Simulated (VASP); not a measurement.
These are PBEsol GGA, VASP's PBE PAW potentials (set 64) (plane waves; VASP) values and carry that method's errors.

The input files of a VASP run:

**POSCAR**
```
HgTe
1
    3.9537852431     0.0000000000     0.0000000000
   -1.9768926214     3.4240787011     0.0000000000
    0.0000000000     0.0000000000     7.1666763524
Hg Te
2 2
Direct
  0.0000000000   0.0000000000   0.0000000000
  0.0000000000   0.0000000000   0.5000000000
  0.3333330000   0.6666670000   0.2500000000
  0.6666670000   0.3333330000   0.7500000000
```

### INCAR
```
! general
SYSTEM  = HgTe
PREC    = Accurate
ENCUT   = 500   ! plane-wave cut-off (eV)
LREAL   = .FALSE.
LASPH   = .TRUE.   ! aspherical one-centre terms

! electronic loop
EDIFF   = 1E-6
NELM    = 100
ALGO    = Normal   ! blocked Davidson
LMAXMIX = 6

! smearing
ISMEAR  = 1   ! Methfessel-Paxton
SIGMA   = 0.1   ! width (eV)

! functional
GGA     = PS   ! PBEsol

! ions
IBRION  = 2   ! conjugate gradients
NSW     = 40   ! most ionic steps
ISIF    = 3
EDIFFG  = -0.02
PSTRESS = 200   ! kbar

! output
LWAVE   = .FALSE.
LCHARG  = .FALSE.
```

### KPOINTS
```
Automatic mesh
0
Gamma
9 9 5
0 0 0
```

POTCAR, in this order: Hg Te (PBE.64 set). Program: vasp_std.

Output of the run:

### OUTCAR
```
 ion  position               nearest neighbor table
   1  0.000  0.000  0.000-   3 2.90   4 2.90   4 2.90   3 2.90   4 2.90   3 2.90   2 3.58   2 3.58
  LATTYP: Found a hexagonal cell.
 ALAT       =     3.9537852431
 C/A-ratio  =     1.8126114373
 Subroutine PRICEL returns:
 Original cell was already a primitive cell.
 Subroutine GETGRP returns: Found 24 space group operations
The static configuration has the point symmetry D_3d.
 The point group associated with its full space group is D_6h.
The dynamic configuration has the point symmetry D_3d.
 Subroutine INISYM returns: Found 24 space group operations
 Subroutine IBZKPT returns following result:
 Found     36 irreducible k-points:

 Following reciprocal coordinates:
            Coordinates               Weight
  0.000000  0.000000  0.000000      1.000000
  0.111111  0.000000  0.000000      6.000000
  0.222222 -0.000000  0.000000      6.000000
  0.333333  0.000000  0.000000      6.000000
  0.444444 -0.000000  0.000000      6.000000
  0.111111  0.111111  0.000000      6.000000
  0.222222  0.111111  0.000000     12.000000
  0.333333  0.111111  0.000000     12.000000
  0.444444  0.111111  0.000000      6.000000
  0.222222  0.222222  0.000000      6.000000
  0.333333  0.222222  0.000000     12.000000
  0.333333  0.333333  0.000000      2.000000
  0.000000  0.000000  0.200000      2.000000
  0.111111  0.000000  0.200000     12.000000
  0.222222 -0.000000  0.200000     12.000000
  0.333333  0.000000  0.200000     12.000000
  0.444444 -0.000000  0.200000     12.000000
  0.111111  0.111111  0.200000     12.000000
  0.222222  0.111111  0.200000     24.000000
  0.333333  0.111111  0.200000     24.000000
  0.444444  0.111111  0.200000     12.000000
  0.222222  0.222222  0.200000     12.000000
  0.333333  0.222222  0.200000     24.000000
  0.333333  0.333333  0.200000      4.000000
  0.000000  0.000000  0.400000      2.000000
  0.111111  0.000000  0.400000     12.000000
  0.222222 -0.000000  0.400000     12.000000
  0.333333  0.000000  0.400000     12.000000
  0.444444 -0.000000  0.400000     12.000000
  0.111111  0.111111  0.400000     12.000000
  0.222222  0.111111  0.400000     24.000000
  0.333333  0.111111  0.400000     24.000000
  0.444444  0.111111  0.400000     12.000000
  0.222222  0.222222  0.400000     12.000000
  0.333333  0.222222  0.400000     24.000000
  0.333333  0.333333  0.400000      4.000000
   k-points           NKPTS =     36   k-points in BZ     NKDIM =     36   number of bands    NBANDS=     22
   number of dos      NEDOS =    301   number of ions     NIONS =      4
   total plane-waves  NPLWV =  48600
   dimension x,y,z NGX =    30 NGY =   30 NGZ =   54
   dimension x,y,z NGXF=    60 NGYF=   60 NGZF=  108
   ions per type =               2   2
   PREC   = accura    normal or accurate (medium, high low for compatibility)
   ISTART =      0    job   : 0-new  1-cont  2-samecut
   ICHARG =      2    charge: 1-file 2-atom 10-const
   ISPIN  =      1    spin polarized calculation?
   LNONCOLLINEAR =      F non collinear calculations
   LSORBIT =      F    spin-orbit coupling
   INIWAV =      1    electr: 0-lowe 1-rand  2-diag
   ENCUT  =  500.0 eV  36.75 Ry    6.06 a.u.   7.21  7.21 13.07*2*pi/ulx,y,z
   NELM   =    100;   NELMIN=  2; NELMDL= -5     # of ELM steps
   EDIFF  = 0.1E-05   stopping-criterion for ELM
   LREAL  =      F    real-space projection
   NLSPLINE    = F    spline interpolate recip. space projectors
   LMAXMIX     =    6 max onsite mixed and CHGCAR
   VOSKOWN=      0    Vosko Wilk Nusair interpolation
   EDIFFG = -.2E-01   stopping-criterion for IOM
   NSW    =     40    number of steps for IOM
...
```

### OSZICAR
```
...
DAV:  10    -0.781680597709E+01    0.14075E-03   -0.87169E-04  1842   0.367E-01    0.152E-01
DAV:  11    -0.781679897427E+01    0.70028E-05   -0.55857E-05  1842   0.498E-02    0.963E-02
DAV:  12    -0.781681161966E+01   -0.12645E-04   -0.16165E-04  1692   0.108E-01    0.117E-01
DAV:  13    -0.781679423800E+01    0.17382E-04   -0.65495E-05  1686   0.855E-02    0.391E-02
DAV:  14    -0.781679474161E+01   -0.50360E-06   -0.48256E-06  1562   0.118E-02
   1 F= 0.42945961E+01 E0= 0.42952718E+01  d E =0.429460E+01
       N       E                     dE             d eps       ncg     rms          rms(c)
DAV:   1    -0.211677042480E+02   -0.13351E+02   -0.32962E+02  1746   0.190E+02    0.400E+01
DAV:   2    -0.566486685770E+01    0.15503E+02   -0.55152E+01  1662   0.866E+01    0.997E+00
DAV:   3    -0.486229864405E+01    0.80257E+00   -0.33954E+00  1758   0.145E+01    0.649E+00
DAV:   4    -0.465863180586E+01    0.20367E+00   -0.18693E-01  1668   0.209E+00    0.443E+00
DAV:   5    -0.455138641263E+01    0.10725E+00   -0.28123E-01  1694   0.283E+00    0.139E+00
DAV:   6    -0.455315648973E+01   -0.17701E-02   -0.14567E-02  1698   0.718E-01    0.129E+00
DAV:   7    -0.455299358193E+01    0.16291E-03   -0.13530E-03  1790   0.216E-01    0.547E-01
DAV:   8    -0.455315510295E+01   -0.16152E-03   -0.83435E-04  1632   0.253E-01    0.604E-01
DAV:   9    -0.455315592723E+01   -0.82428E-06   -0.80101E-05  1836   0.895E-02    0.328E-01
DAV:  10    -0.455315449868E+01    0.14286E-05   -0.15887E-05  1692   0.361E-02    0.356E-02
DAV:  11    -0.455315762244E+01   -0.31238E-05   -0.64844E-06  1674   0.229E-02    0.255E-01
DAV:  12    -0.455315470256E+01    0.29199E-05   -0.20119E-06   990   0.175E-02    0.848E-02
DAV:  13    -0.455315391256E+01    0.79000E-06   -0.15401E-06   846   0.876E-03
   2 F= 0.51025223E+01 E0= 0.51022794E+01  d E =0.807926E+00
       N       E                     dE             d eps       ncg     rms          rms(c)
DAV:   1    -0.134473673593E+02   -0.88942E+01   -0.14889E+02  1716   0.137E+02    0.277E+01
DAV:   2    -0.803603065435E+01    0.54113E+01   -0.14674E+01  1614   0.509E+01    0.129E+01
DAV:   3    -0.747638839159E+01    0.55964E+00   -0.12449E+00  1788   0.104E+01    0.116E+01
DAV:   4    -0.722488836235E+01    0.25150E+00   -0.32385E-01  1638   0.310E+00    0.372E+00
DAV:   5    -0.719167854581E+01    0.33210E-01   -0.77761E-02  1776   0.287E+00    0.173E+00
DAV:   6    -0.719180705935E+01   -0.12851E-03   -0.68462E-03  1620   0.635E-01    0.156E+00
DAV:   7    -0.719127139245E+01    0.53567E-03   -0.47889E-04  1840   0.244E-01    0.102E+00
DAV:   8    -0.719021758942E+01    0.10538E-02   -0.47123E-03  1684   0.656E-01    0.335E-01
DAV:   9    -0.719028222838E+01   -0.64639E-04   -0.66230E-04  1728   0.200E-01    0.267E-01
DAV:  10    -0.719028302078E+01   -0.79240E-06   -0.66743E-06  1800   0.204E-02
   3 F= 0.40529169E+01 E0= 0.40533469E+01  d E =-.241679E+00
       N       E                     dE             d eps       ncg     rms          rms(c)
DAV:   1    -0.716045382838E+01    0.29828E-01   -0.56030E-02  1704   0.258E+00    0.341E-01
DAV:   2    -0.715815805396E+01    0.22958E-02   -0.63603E-03  1644   0.107E+00    0.168E-01
DAV:   3    -0.715795059926E+01    0.20745E-03   -0.64008E-04  1746   0.221E-01    0.160E-01
DAV:   4    -0.715790952561E+01    0.41074E-04   -0.73754E-05  1668   0.760E-02    0.569E-02
DAV:   5    -0.715789061578E+01    0.18910E-04   -0.68206E-05  1806   0.858E-02    0.278E-02
DAV:   6    -0.715789126329E+01   -0.64752E-06   -0.52383E-06  1602   0.241E-02
   4 F= 0.40523974E+01 E0= 0.40528107E+01  d E =-.242199E+00
       N       E                     dE             d eps       ncg     rms          rms(c)
DAV:   1    -0.714106585402E+01    0.16825E-01   -0.16068E-02  1704   0.138E+00    0.216E-01
DAV:   2    -0.714039247030E+01    0.67338E-03   -0.18729E-03  1644   0.580E-01    0.856E-02
DAV:   3    -0.714033268810E+01    0.59782E-04   -0.20305E-04  1752   0.126E-01    0.753E-02
DAV:   4    -0.714032386786E+01    0.88202E-05   -0.22488E-05  1650   0.435E-02    0.257E-02
DAV:   5    -0.714032058318E+01    0.32847E-05   -0.17165E-05  1782   0.426E-02    0.137E-02
DAV:   6    -0.714032082199E+01   -0.23881E-06   -0.13267E-06   816   0.126E-02
   5 F= 0.40524173E+01 E0= 0.40528207E+01  d E =-.242179E+00
       N       E                     dE             d eps       ncg     rms          rms(c)
DAV:   1    -0.714406985013E+01   -0.37493E-02   -0.74040E-01  1722   0.623E+00    0.606E-01
DAV:   2    -0.713616269681E+01    0.79072E-02   -0.88907E-03  1692   0.102E+00    0.304E-01
DAV:   3    -0.713304400798E+01    0.31187E-02   -0.43876E-03  1788   0.550E-01    0.118E-01
DAV:   4    -0.713287795456E+01    0.16605E-03   -0.70851E-04  1818   0.238E-01    0.533E-02
DAV:   5    -0.713287348957E+01    0.44650E-05   -0.43069E-05  1754   0.717E-02    0.293E-02
DAV:   6    -0.713287356475E+01   -0.75186E-07   -0.74731E-06  1680   0.287E-02
   6 F= 0.40461519E+01 E0= 0.40462800E+01  d E =-.626543E-02
       N       E                     dE             d eps       ncg     rms          rms(c)
DAV:   1    -0.715329470427E+01   -0.20421E-01   -0.31020E+00  1710   0.128E+01    0.123E+00
DAV:   2    -0.711988073371E+01    0.33414E-01   -0.38487E-02  1710   0.212E+00    0.622E-01
DAV:   3    -0.710689219072E+01    0.12989E-01   -0.18133E-02  1782   0.112E+00    0.246E-01
DAV:   4    -0.710612962863E+01    0.76256E-03   -0.29787E-03  1836   0.489E-01    0.108E-01
DAV:   5    -0.710611000526E+01    0.19623E-04   -0.19660E-04  1748   0.153E-01    0.610E-02
DAV:   6    -0.710610926066E+01    0.74460E-06   -0.34231E-05  1722   0.626E-02    0.159E-02
DAV:   7    -0.710610940052E+01   -0.13985E-06   -0.12243E-06   960   0.830E-03
   7 F= 0.40419866E+01 E0= 0.40420313E+01  d E =-.104307E-01
       N       E                     dE             d eps       ncg     rms          rms(c)
DAV:   1    -0.711208623716E+01   -0.59770E-02   -0.67633E-02  1710   0.189E+00    0.186E-01
DAV:   2    -0.711135809945E+01    0.72814E-03   -0.86280E-04  1698   0.330E-01    0.916E-02
DAV:   3    -0.711108174719E+01    0.27635E-03   -0.37557E-04  1788   0.161E-01    0.392E-02
DAV:   4    -0.711105957444E+01    0.22173E-04   -0.68228E-05  1818   0.729E-02    0.158E-02
DAV:   5    -0.711105902091E+01    0.55353E-06   -0.54882E-06  1662   0.260E-02
   8 F= 0.40418363E+01 E0= 0.40418666E+01  d E =-.105811E-01
       N       E                     dE             d eps       ncg     rms          rms(c)
DAV:   1    -0.716901035453E+01   -0.57951E-01   -0.14207E-01  1728   0.411E+00    0.620E-01
DAV:   2    -0.716329918436E+01    0.57112E-02   -0.15856E-02  1638   0.168E+00    0.250E-01
DAV:   3    -0.716276648082E+01    0.53270E-03   -0.16623E-03  1758   0.361E-01    0.226E-01
DAV:   4    -0.716265829056E+01    0.10819E-03   -0.19414E-04  1662   0.122E-01    0.743E-02
DAV:   5    -0.716261099300E+01    0.47298E-04   -0.14885E-04  1824   0.125E-01    0.422E-02
DAV:   6    -0.716261130305E+01   -0.31004E-06   -0.11262E-05  1614   0.351E-02    0.358E-02
DAV:   7    -0.716261032105E+01    0.98200E-06   -0.11679E-06   828   0.105E-02
   9 F= 0.40421961E+01 E0= 0.40422497E+01  d E =0.359781E-03
       N       E                     dE             d eps       ncg     rms          rms(c)
DAV:   1    -0.712896786763E+01    0.33643E-01   -0.73962E-02  1722   0.296E+00    0.440E-01
DAV:   2    -0.712598387019E+01    0.29840E-02   -0.83427E-03  1638   0.122E+00    0.178E-01
DAV:   3    -0.712571338089E+01    0.27049E-03   -0.88051E-04  1752   0.262E-01    0.160E-01
DAV:   4    -0.712566646583E+01    0.46915E-04   -0.10064E-04  1668   0.906E-02    0.533E-02
DAV:   5    -0.712564757626E+01    0.18890E-04   -0.76374E-05  1818   0.890E-02    0.297E-02
DAV:   6    -0.712564829013E+01   -0.71387E-06   -0.57502E-06  1584   0.251E-02
  10 F= 0.40417507E+01 E0= 0.40417883E+01  d E =-.855535E-04
```

OUTCAR:
```
------------------------ aborting loop because EDIFF is reached ----------------------------------------
  FORCE on cell =-STRESS in cart. coord.  units (eV):
  Direction    XX          YY          ZZ          XY          YZ          ZX
  --------------------------------------------------------------------------------------
  Total       11.1558546     11.1558576     11.1533516      0.0000000      0.0000000      0.0000000
  in kB      199.7932487    199.7933014    199.7484210      0.0000000      0.0000000      0.0000000
  external PRESSURE =      -0.2216763 kB  Pullay stress =     200.0000000 kB
  volume of cell :       89.46
      direct lattice vectors                 reciprocal lattice vectors
     3.809465755  0.000000000  0.000000000     0.262504000  0.151556735 -0.000000000
    -1.904732877  3.299094554 -0.000000000    -0.000000000  0.303113471 -0.000000000
     0.000000000  0.000000000  7.118258965    -0.000000000 -0.000000000  0.140483790
 POSITION                                       TOTAL-FORCE (eV/Angst)
 -----------------------------------------------------------------------------------
     -0.00000      0.00000      0.00000         0.000000      0.000000     -0.000000
      0.00000      0.00000      3.55913        -0.000000      0.000000     -0.000000
     -0.00000      2.19940      1.77956         0.000000     -0.000000     -0.000000
      1.90473      1.09970      5.33869        -0.000000     -0.000000      0.000000
 -----------------------------------------------------------------------------------
    total drift:                                0.000000     -0.000000      0.000000
  FREE ENERGIE OF THE ION-ELECTRON SYSTEM (eV)
  ---------------------------------------------------
  free  energy   TOTEN  =        -7.1256482901 eV

  energy  without entropy=       -7.1255354941  energy(sigma->0) =       -7.12561069
  enthalpy is  TOTEN    =         4.0417507198 eV   P V=       11.1673990100

 reached required accuracy - stopping structural energy minimisation
```
(Selected blocks of OUTCAR.)

### CONTCAR
```
HgTe
   1.00000000000000
     3.8094657548824347    0.0000000000740533    0.0000000000000000
    -1.9047328772325605    3.2990945540315644   -0.0000000000000000
     0.0000000000000000    0.0000000000000000    7.1182589645616305
  Hg              Te
     2     2
Direct
     0.0000000000000000    0.0000000000000000    0.0000000000000000
     0.0000000000000000    0.0000000000000000    0.5000000000000000
     0.3333330000000032    0.6666669999999968    0.2500000000000000
     0.6666669999999968    0.3333330000000032    0.7500000000000000
```

Energy and stress use the plane-wave basis of the starting cell.

The structure was generated: HgTe was put into the NiAs type type (P6_3/mmc), which need not be its known phase. This run relaxes it under an external pressure of 20 GPa. Symmetry was kept, so distortions that lower it aren't found.
